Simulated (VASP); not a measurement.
Method: PBE GGA, VASP's PBE PAW potentials (set 64) (plane waves; VASP).

VASP ran on this input.

File KPOINTS:
```
Automatic mesh
0
Gamma
8 8 8
0 0 0
```

**INCAR**
```
SYSTEM  =  HfO2
PREC  =  Accurate; ENCUT  =  600; LREAL  =  F
LASPH  =  T
EDIFF  =  1E-7; NELM  =  100; ALGO  =  Normal
LMAXMIX  =  6
ISMEAR  =  0; SIGMA  =  0.05
GGA  =  PE
ISIF  =  2
LWAVE  =  F; LCHARG  =  F
```

File POSCAR:
```
HfO2
1
    0.0000000000     2.5362095691     2.5362095691
    2.5362095691     0.0000000000     2.5362095691
    2.5362095691     2.5362095691     0.0000000000
Hf O
1 2
Direct
  0.0000000000   0.0000000000   0.0000000000
  0.2500000000   0.2500000000   0.2500000000
  0.7500000000   0.7500000000   0.7500000000
```

POTCAR, in this order: Hf_pv O (PBE.64 set). Program: vasp_std.

Output of the run:

### OUTCAR
```
 ion  position               nearest neighbor table
   1  0.000  0.000  0.000-   3 2.20   3 2.20   3 2.20   2 2.20   2 2.20   2 2.20   3 2.20   2 2.20
  LATTYP: Found a face centered cubic cell.
 ALAT       =     5.0724191382
 Subroutine PRICEL returns:
 Original cell was already a primitive cell.
 Subroutine GETGRP returns: Found 48 space group operations
The static configuration has the point symmetry O_h .
The dynamic configuration has the point symmetry O_h .
 Subroutine INISYM returns: Found 48 space group operations
 Subroutine IBZKPT returns following result:
 Found     29 irreducible k-points:

 Following reciprocal coordinates:
            Coordinates               Weight
  0.000000  0.000000  0.000000      1.000000
  0.125000  0.000000  0.000000      8.000000
  0.250000  0.000000  0.000000      8.000000
  0.375000  0.000000  0.000000      8.000000
  0.500000  0.000000  0.000000      4.000000
  0.125000  0.125000  0.000000      6.000000
  0.250000  0.125000  0.000000     24.000000
  0.375000  0.125000  0.000000     24.000000
  0.500000  0.125000  0.000000     24.000000
 -0.375000  0.125000  0.000000     24.000000
 -0.250000  0.125000  0.000000     24.000000
 -0.125000  0.125000  0.000000     12.000000
  0.250000  0.250000  0.000000      6.000000
  0.375000  0.250000  0.000000     24.000000
  0.500000  0.250000  0.000000     24.000000
 -0.375000  0.250000  0.000000     24.000000
 -0.250000  0.250000  0.000000     12.000000
  0.375000  0.375000  0.000000      6.000000
  0.500000  0.375000  0.000000     24.000000
 -0.375000  0.375000  0.000000     12.000000
  0.500000  0.500000  0.000000      3.000000
  0.375000  0.250000  0.125000     24.000000
  0.500000  0.250000  0.125000     48.000000
 -0.375000  0.250000  0.125000     24.000000
  0.500000  0.375000  0.125000     24.000000
 -0.375000  0.375000  0.125000     48.000000
 -0.250000  0.375000  0.125000     24.000000
 -0.375000  0.500000  0.125000     12.000000
 -0.250000  0.500000  0.250000      6.000000
   k-points           NKPTS =     29   k-points in BZ     NKDIM =     29   number of bands    NBANDS=     15
   number of dos      NEDOS =    301   number of ions     NIONS =      3
   total plane-waves  NPLWV =  27000
   dimension x,y,z NGX =    30 NGY =   30 NGZ =   30
   dimension x,y,z NGXF=    60 NGYF=   60 NGZF=   60
   ions per type =               1   2
   PREC   = accura    normal or accurate (medium, high low for compatibility)
   ISTART =      0    job   : 0-new  1-cont  2-samecut
   ICHARG =      2    charge: 1-file 2-atom 10-const
   ISPIN  =      1    spin polarized calculation?
   LNONCOLLINEAR =      F non collinear calculations
   LSORBIT =      F    spin-orbit coupling
   INIWAV =      1    electr: 0-lowe 1-rand  2-diag
   ENCUT  =  600.0 eV  44.10 Ry    6.64 a.u.   7.16  7.16  7.16*2*pi/ulx,y,z
   NELM   =    100;   NELMIN=  2; NELMDL= -5     # of ELM steps
   EDIFF  = 0.1E-06   stopping-criterion for ELM
   LREAL  =      F    real-space projection
   NLSPLINE    = F    spline interpolate recip. space projectors
   LMAXMIX     =    6 max onsite mixed and CHGCAR
   VOSKOWN=      0    Vosko Wilk Nusair interpolation
   EDIFFG = 0.1E-05   stopping-criterion for IOM
   NSW    =      0    number of steps for IOM
   NBLOCK =      1;   KBLOCK =      1    inner block; outer block
   IBRION =     -1    ionic relax: 0-MD 1-quasi-New 2-CG
   NFREE  =      0    steps in history (QN), initial steepest desc. (CG)
   ISIF   =      2    stress and relaxation
   ISYM   =      2    0-nonsym 1-usesym 2-fastsym
   TEIN   =    0.0    initial temperature
   TEBEG  =    0.0;   TEEND  =   0.0 temperature during run
   SMASS  =  -3.00    Nose mass-parameter (am)
   PSTRESS=    0.0 pullay stress
...
```

File OSZICAR:
```
       N       E                     dE             d eps       ncg     rms          rms(c)
DAV:   1     0.112359262643E+03    0.11236E+03   -0.14146E+04   878   0.163E+03
DAV:   2    -0.317428390512E+02   -0.14410E+03   -0.13894E+03  1115   0.344E+02
DAV:   3    -0.360066572120E+02   -0.42638E+01   -0.42607E+01  1108   0.576E+01
DAV:   4    -0.360298816025E+02   -0.23224E-01   -0.23222E-01  1122   0.458E+00
DAV:   5    -0.360300788340E+02   -0.19723E-03   -0.19722E-03  1108   0.384E-01    0.481E+01
DAV:   6    -0.303878522019E+02    0.56422E+01   -0.30083E+01   975   0.388E+01    0.430E+01
DAV:   7    -0.302897036613E+02    0.98149E-01   -0.77529E-01  1059   0.826E+00    0.290E+01
DAV:   8    -0.302652003315E+02    0.24503E-01   -0.23485E-01  1073   0.513E+00    0.602E+00
DAV:   9    -0.302536506775E+02    0.11550E-01   -0.45183E-02  1059   0.194E+00    0.169E+00
DAV:  10    -0.302537138319E+02   -0.63154E-04   -0.47163E-03  1128   0.544E-01    0.309E-01
DAV:  11    -0.302536823214E+02    0.31511E-04   -0.30594E-04  1052   0.148E-01    0.221E-01
DAV:  12    -0.302536935543E+02   -0.11233E-04   -0.54249E-05  1172   0.561E-02    0.568E-02
DAV:  13    -0.302536944803E+02   -0.92607E-06   -0.22539E-06  1103   0.119E-02    0.168E-02
DAV:  14    -0.302536946699E+02   -0.18960E-06   -0.65673E-07   996   0.622E-03    0.132E-03
DAV:  15    -0.302536946528E+02    0.17170E-07   -0.45185E-08   666   0.182E-03
   1 F= -.30253695E+02 E0= -.30253695E+02  d E =-.434231E-15
```

### OUTCAR
```
------------------------ aborting loop because EDIFF is reached ----------------------------------------
  FORCE on cell =-STRESS in cart. coord.  units (eV):
  Direction    XX          YY          ZZ          XY          YZ          ZX
  --------------------------------------------------------------------------------------
  Total       -0.0504650     -0.0504650     -0.0504650      0.0000000      0.0000000     -0.0000000
  in kB       -2.4780807     -2.4780807     -2.4780807      0.0000000      0.0000000     -0.0000000
  external PRESSURE =      -2.4780807 kB  Pullay stress =       0.0000000 kB
  volume of cell :       32.63
      direct lattice vectors                 reciprocal lattice vectors
     0.000000000  2.536209569  2.536209569    -0.197144592  0.197144592  0.197144592
     2.536209569  0.000000000  2.536209569     0.197144592 -0.197144592  0.197144592
     2.536209569  2.536209569  0.000000000     0.197144592  0.197144592 -0.197144592
 POSITION                                       TOTAL-FORCE (eV/Angst)
 -----------------------------------------------------------------------------------
      0.00000      0.00000      0.00000        -0.000000     -0.000000     -0.000000
      1.26810      1.26810      1.26810        -0.000000     -0.000000     -0.000000
      3.80431      3.80431      3.80431         0.000000      0.000000      0.000000
 -----------------------------------------------------------------------------------
    total drift:                                0.000000     -0.000000      0.000000
  FREE ENERGIE OF THE ION-ELECTRON SYSTEM (eV)
  ---------------------------------------------------
  free  energy   TOTEN  =       -30.2536946528 eV

  energy  without entropy=      -30.2536946528  energy(sigma->0) =      -30.25369465
```
(Selected blocks of OUTCAR.)

**OUTCAR**
```
 val. band max:        4.2647626765   @ k =   0.5000   0.5000   0.0000

 cond. band min:       8.0640334242   @ k =   0.5000   0.5000   0.0000


 Fermi energy:         4.5229542056

 k-point     1 :       0.0000    0.0000    0.0000
  band No.  band energies     occupation
      1     -25.4276      2.00000
      2     -25.4276      2.00000
      3     -25.4276      2.00000
      4     -14.4573      2.00000
      5     -11.4326      2.00000
      6      -1.0684      2.00000
      7      -1.0684      2.00000
      8      -1.0684      2.00000
      9       3.6590      2.00000
     10       3.6590      2.00000
     11       3.6590      2.00000
     12       8.1439      0.00000
     13       8.1439      0.00000
     14      10.0919      0.00000
     15      14.6690      0.00000

 k-point     2 :       0.1250    0.0000    0.0000
  band No.  band energies     occupation
      1     -25.4946      2.00000
      2     -25.4349      2.00000
      3     -25.4349      2.00000
      4     -14.2501      2.00000
      5     -11.6014      2.00000
      6      -0.9182      2.00000
      7      -0.9182      2.00000
      8      -0.6539      2.00000
      9       3.2014      2.00000
     10       3.3760      2.00000
     11       3.3760      2.00000
     12       8.4314      0.00000
     13       8.4314      0.00000
     14      10.7037      0.00000
     15      13.9771      0.00000

 k-point     3 :       0.2500    0.0000    0.0000
  band No.  band energies     occupation
      1     -25.6501      2.00000
      2     -25.4524      2.00000
      3     -25.4524      2.00000
      4     -13.7591      2.00000
      5     -11.9425      2.00000
      6      -0.5466      2.00000
      7      -0.5466      2.00000
      8       0.3106      2.00000
      9       2.2969      2.00000
     10       2.8581      2.00000
     11       2.8581      2.00000
     12       8.8624      0.00000
     13       8.8624      0.00000
     14      11.3236      0.00000
     15      13.4790      0.00000
...
```

Unless said otherwise, spin-orbit coupling is left out, though it shifts the bands of the heavy elements here.

The compound is HfO2 in the fluorite structure, the high-temperature cubic form, which is unstable at 0 K; the monoclinic form is the stable one. It was relaxed first.
